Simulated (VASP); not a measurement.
The system is Mg.

```
CELL_PARAMETERS angstrom
3.18000 0.00000 0.00000
-1.59000 2.75396 0.00000
0.00000 0.00000 5.16000
ATOMIC_POSITIONS crystal
Mg 0.33333 0.66667 0.25000
Mg 0.66667 0.33333 0.75000
```

The cell was built by a generator and needn't be a form met in nature.

* Program: VASP 6.6.1
* Task: relaxation of cell and atoms
* Functional: LDA
* Potentials or basis: VASP PAW LDA potentials, release 64 (Mg)
* Cutoff: 600 eV
* k mesh: 15 × 15 × 8
* Occupations: gaussian, width 0.1 eV
* Spin: no spin polarisation

At the start: pressure -2.0 GPa; volume 22.59 Å³/atom.

How do energy, volume and symmetry change on relaxing?

Over 8 steps the energy falls by 7.9 meV/atom and the volume is 21.43 Å³/atom (-5.2 %); space group P6_3/mmc (No. 194, to 0.05 Å).

The path:
```csv
step,energy change (eV),largest force (eV/Å),pressure (GPa),volume (Å³)
1,0.0000,0.0000,-1.95,45.19
2,-0.0146,0.0000,-0.52,43.41
3,-0.0156,0.0000,0.01,42.84
4,-0.0156,0.0000,0.06,42.79
5,-0.0158,0.0000,0.04,42.80
6,-0.0159,0.0000,0.03,42.82
7,-0.0159,0.0000,0.03,42.82
8,-0.0159,0.0000,0.00,42.85
```

Final structure:
```xyz
2
Lattice="3.1382 0.0000 0.0000 -1.5691 2.7177 0.0000 0.0000 0.0000 5.0247" Properties=species:S:1:pos:R:3 pbc="T T T"
Mg    0.0000    1.8118    1.2562
Mg    1.5691    0.9059    3.7685
```
